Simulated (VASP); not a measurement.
Be3ZnTe4:

```
CELL_PARAMETERS angstrom
-2.85000 2.85000 5.70000
2.85000 -2.85000 5.70000
2.85000 2.85000 -5.70000
ATOMIC_POSITIONS crystal
Be 0.50000 0.50000 0.00000
Be 0.75000 0.25000 0.50000
Be 0.25000 0.75000 0.50000
Zn 0.00000 0.00000 0.00000
Te 0.13300 0.13300 0.53000
Te 0.60300 0.60300 0.47000
Te 0.86700 0.39700 0.00000
Te 0.39700 0.86700 0.00000
```

The cell was built by a generator and needn't be a form met in nature.

```yaml
Program: VASP 6.6.1
Task: relaxation of cell and atoms
Functional: PBE
Potentials_or_basis: VASP PAW PBE potentials, release 64 (Be, Zn, Te)
Cutoff: 520 eV
k_mesh: 4 × 4 × 4
Occupations: gaussian, width 0.15 eV
Spin: no spin polarisation
```

At the start: pressure 3.0 GPa; volume 23.15 Å³/atom.

Q: Where does the relaxation end?

A: Over 5 steps the energy falls by 10.9 meV/atom and the volume is 24.35 Å³/atom (+5.2 %); space group I-42m (No. 121, to 0.05 Å).

Step by step:
```tsv
step	energy change (eV)	largest force (eV/Å)	pressure (GPa)	volume (Å³)
1	0.0000	0.1881	2.98	185.19
2	-0.0812	0.1041	-0.60	196.96
3	-0.0854	0.1206	-0.01	194.70
4	-0.0853	0.1173	-0.07	194.89
5	-0.0874	0.0570	-0.12	194.80
```

Final structure:
```cif
data_structure
_symmetry_space_group_name_H-M 'P 1'
_symmetry_Int_Tables_number 1
_cell_length_a 7.0950
_cell_length_b 7.0950
_cell_length_c 7.0950
_cell_angle_alpha 131.741
_cell_angle_beta 131.741
_cell_angle_gamma 70.638
_cell_volume 194.80
loop_
_atom_site_label
_atom_site_type_symbol
_atom_site_fract_x
_atom_site_fract_y
_atom_site_fract_z
_atom_site_occupancy
Be1 Be 0.50000 0.50000 0.00000 1
Be2 Be 0.75000 0.25000 0.50000 1
Be3 Be 0.25000 0.75000 0.50000 1
Zn1 Zn 0.00000 0.00000 0.00000 1
Te1 Te 0.13360 0.13360 0.52903 1
Te2 Te 0.60457 0.60457 0.47097 1
Te3 Te 0.86640 0.39543 0.00000 1
Te4 Te 0.39543 0.86640 0.00000 1
```
